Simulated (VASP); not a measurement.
Given:

```
PtSe2
1.0
    1.89892    -3.28903     0.00000
    1.89892     3.28903     0.00000
    0.00000     0.00000     5.11619
Pt Se
1 2
Cartesian
  0.00000   0.00000   0.00000
  1.89892   1.09634   1.30891
  1.89892  -1.09634   3.80727
```

Calculation: optB88-vdW, VASP's PBE PAW potentials (set 64) (plane waves; VASP). Settings: 520 eV cut-off, 8×8×6 Γ-centred mesh, first-order Methfessel-Paxton smearing of 0.10 eV, potentials Pt Se.

Unless said otherwise, spin-orbit coupling is left out, though it shifts the bands of the heavy elements here.

What does the run give for the energy per atom (σ→0), band gap (on the k-mesh) with the smallest direct gap where there is one?

- band gap (on the k-mesh) = none (metal, semimetal or under 0.01 eV)
- energy per atom (σ→0) = -2.791 eV/atom

The compound is PtSe2 in the 1T layered structure. It was relaxed first. The start is the result of an earlier pass.
